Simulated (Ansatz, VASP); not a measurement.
# Ge (Germanium): VASP beside Ansatz, part 3 of 5

Wanted: the spread between two codes on one cell, functional and k mesh. Of the first pair: The structure shown is the start of the Ansatz relaxation below; VASP solves that cell, so the two are compared at the walk's first step.

VASP 6.6.1 and Ansatz 0.2.0.

So far: The structure; Ansatz: relaxation, r2SCAN; VASP: single point, r2SCAN, start cell, pair 1.

## Step 3: VASP: single point, r2SCAN, start cell, pair 1 (continued)

Level of this step: r2SCAN; plane waves and PAW (Ge_d) (VASP).

Numbers of over 12 decimals in the logs are rounded to 6 here.

OUTCAR, selected parts (step 3):

```text
ion  position               nearest neighbor table
   1  0.500  0.500  0.500-   2 2.43   2 2.43   2 2.43   2 2.46
   2  0.750  0.750  0.750-   1 2.43   1 2.43   1 2.43   1 2.46

  LATTYP: Found a trigonal (rhomboedric) cell.
 ALAT       =     3.9986826636
 COS(alpha) =     0.5066776978

 Subroutine GETGRP returns: Found 12 space group operations
 (whereof  6 operations were pure point group operations)

The static configuration has the point symmetry C_3v.
 The point group associated with its full space group is D_3d.

   k-points           NKPTS =   1728   k-points in BZ     NKDIM =   1728   number of bands    NBANDS=     20

   dimension x,y,z NGX =    28 NGY =   28 NGZ =   28
   dimension x,y,z NGXF=    56 NGYF=   56 NGZF=   56

   ENCUT  =  450.0 eV  33.07 Ry    5.75 a.u.   6.92  6.92  6.92*2*pi/ulx,y,z

   NELECT =      28.0000    total number of electrons

 k-points in reciprocal lattice and weights: Points of the shifted mesh
   0.04166667  0.04166667  0.04166667       0.001
   0.04166667  0.04166667  0.12500000       0.001
   0.04166667  0.04166667  0.20833333       0.001
   0.04166667  0.04166667  0.29166667       0.001
   0.04166667  0.04166667  0.37500000       0.001
   0.04166667  0.04166667  0.45833333       0.001
   0.04166667  0.04166667  0.54166667       0.001
   0.04166667  0.04166667  0.62500000       0.001
   0.04166667  0.04166667  0.70833333       0.001
[...]
0.95833333  0.95833333  0.87500000       0.001
   0.95833333  0.95833333  0.95833333       0.001

 average (electrostatic) potential at core
       1 -79.3440       2 -79.3440

 E-fermi :   5.1890

 k-point     1 :       0.0417    0.0417    0.0417
  band No.  band energies     occupation
    ...
     10     -20.3108      2.00000
     11      -8.4604      2.00000
     12       4.2843      2.00000
     13       4.8755      2.00000
     14       4.8755      2.00000
     15       5.9058      0.00000
     16       7.6319      0.00000
     17       7.7474      0.00000
     18       7.7474      0.00000
     19      12.1273      0.00000
    ...

 k-point     2 :       0.0417    0.0417    0.1250
  band No.  band energies     occupation
    ...
     10     -20.3016      2.00000
     11      -8.3405      2.00000
     12       3.0767      2.00000
     13       4.3393      2.00000
     14       4.7873      2.00000
     15       6.4697      0.00000
     16       7.8810      0.00000
     17       7.9301      0.00000
     18       8.5022      0.00000
     19      12.6971      0.00000
    ...

 k-point     3 :       0.0417    0.0417    0.2083
  band No.  band energies     occupation
    ...
     10     -20.2933      2.00000
     11      -8.0437      2.00000
     12       1.4158      2.00000
     13       3.8645      2.00000
     14       4.4362      2.00000
     15       6.3624      0.00000
     16       8.3360      0.00000
     17       8.5551      0.00000
     18       9.8151      0.00000
     19      13.3843      0.00000
    ...

  Total        0.4706024      0.4706024      0.4706024     -0.1735818     -0.1735818     -0.1735818
  in kB       16.8470145     16.8470145     16.8470145     -6.2140231     -6.2140231     -6.2140231
  external PRESSURE =      16.8470145 kB  Pullay stress =       0.0000000 kB

  energy-cutoff  :      450.00
  volume of cell :       44.76
      direct lattice vectors                 reciprocal lattice vectors
     0.018913000  2.827464000  2.827464000    -0.178621177  0.177434313  0.177434313
     2.827464000  0.018913000  2.827464000     0.177434313 -0.178621177  0.177434313
     2.827464000  2.827464000  0.018913000     0.177434313  0.177434313 -0.178621177

 POSITION                                       TOTAL-FORCE (eV/Angst)
 -----------------------------------------------------------------------------------
      2.83683      2.83683      2.83683         0.058072      0.058072      0.058072
      4.25547      4.25547      4.25547        -0.058072     -0.058072     -0.058072
 -----------------------------------------------------------------------------------
    total drift:                                0.000000      0.000000      0.000000

  FREE ENERGIE OF THE ION-ELECTRON SYSTEM (eV)
  ---------------------------------------------------
  free  energy   TOTEN  =       -27.7338713843 eV

  energy  without entropy=      -27.7338713843  energy(sigma->0) =      -27.73387138

 total charge
# of ion       s       p       d       tot
------------------------------------------
    1        1.103   1.304  10.025  12.432
    2        1.103   1.304  10.025  12.432
--------------------------------------------------
tot          2.207   2.608  20.050  24.864

[... 3 further parts left out ...]
```

The run ends at a pressure of 1.68 GPa, with forces up to 0.10 eV/Å.

## Step 4: Differences

Known differences besides the potentials themselves: VASP keeps PBE cores, Ansatz makes them for the functional; the cutoff is 500 eV in Ansatz and 450 eV in VASP. Total energies have different zeros and are not compared.

Forces (eV/Å; atoms numbered as in POSCAR):

| atom | Ansatz x, y, z | VASP x, y, z |
| --- | --- | --- |
| Ge1 | 0.057, 0.057, 0.057 | 0.058, 0.058, 0.058 |
| Ge2 | -0.057, -0.057, -0.057 | -0.058, -0.058, -0.058 |

The forces differ by 0.6 meV/Å r.m.s., which is 1.1 % of the r.m.s. force of 0.058 eV/Å (both taken over all components).

## Step 5: Ansatz: relaxation, r2SCAN

This run makes the geometry at which the two programs are then compared. The cell compared in this pair holds 44.90 Å³, against 44.76 Å³ for the pair before.

The structure compared here is the end of the Ansatz relaxation.

Contents of input.yaml:

```yaml
crystal:
  lattice:
    - [0.018912805, 2.8274643419, 2.8274643419]
    - [2.8274643419, 0.018912805, 2.8274643419]
    - [2.8274643419, 2.8274643419, 0.018912805]
  atoms:
    - { symbol: Ge, position: [0.499983901, 0.499983901, 0.499983901] }
    - { symbol: Ge, position: [0.750016099, 0.750016099, 0.750016099] }
  conventional_axes: [[-1, 1, 0], [0, -1, 1], [1, 1, 1]]
kpoints:
  mp_grid: { grid: [12, 12, 12], shift: [0.5, 0.5, 0.5] }
hamiltonian:
  xc: r2scan
  pseudopotentials: { kind: paw, azcp: { folder: soft_1 } }
scf:
  occupations: { method: gaussian, width: 0.02 }
output:
  forces: true
  stress: true
  eigenvalues: true
relax:
  adjacent_minimum: "off"
  f_tol: 0.001
  max_steps: 60
  cell: { stress_tol: 0.01, fix: [a, b, angles] }
```

Run with:

```bash
> ansatz run input.yaml --threads 4 --pin off --max-ram 10240MiB --backend cpu --events-out ev --progress --plain --runs-dir out
```

Output:

```text
[...]
Crystal: 2 atoms, lattice volume = 44.755 Å³
Basis set: ecut = 500 eV, 1139 PW (Γ), exchange–correlation on 120×120×120 points (64 copies of the dense FFT grid, shifted against one another)
Bands: 18, of which v1, the nominal top of the filled ones, is band 14 counted from 1 (13 counted from 0)
Symmetry: 12 space group operations
[...]
k-points: 182 of 1728
[...]
k-point 181: bands = [... 10 lower, -2.6852, 0.5730, 6.2579, 6.9132, 9.8207, 12.4268, 12.8098, 16.5555]
--- Relaxed structure (4 steps of the walk, 4 accepted, 1 SCFs on fresh bases) ---
[...]
cell:  # Å, volume = 44.9039 Å³
    - [0.025205, 2.833756, 2.833756]
    - [2.833756, 0.025205, 2.833756]
    - [2.833756, 2.833756, 0.025205]
  atoms:
    - { symbol: Ge, position: [0.500540, 0.500540, 0.500540] }
    - { symbol: Ge, position: [0.749460, 0.749460, 0.749460] }
[key lines of the parts left out:]
SCF converged after 5 iterations
Free energy (F): -8605.826119 eV
Fermi energy:    8.782029 eV
P = ⅓ Tr σ = 1.2534 GPa (12.534 kbar)
```

(Part 3 of 5 ends here.)

[Lines on the potential files, build, host, timing and source positions are cut from VASP's logs without a mark.]

[Logs are printed without paths, hosts, clocks, repeated set-up lines and the standing remarks that a program may print on its own settings, such as how far it seeks lower states.]

[Hosts, paths, dates, database ids (printed as entryN), source tags and the programs' standing remarks are cut or masked in the printed files.]
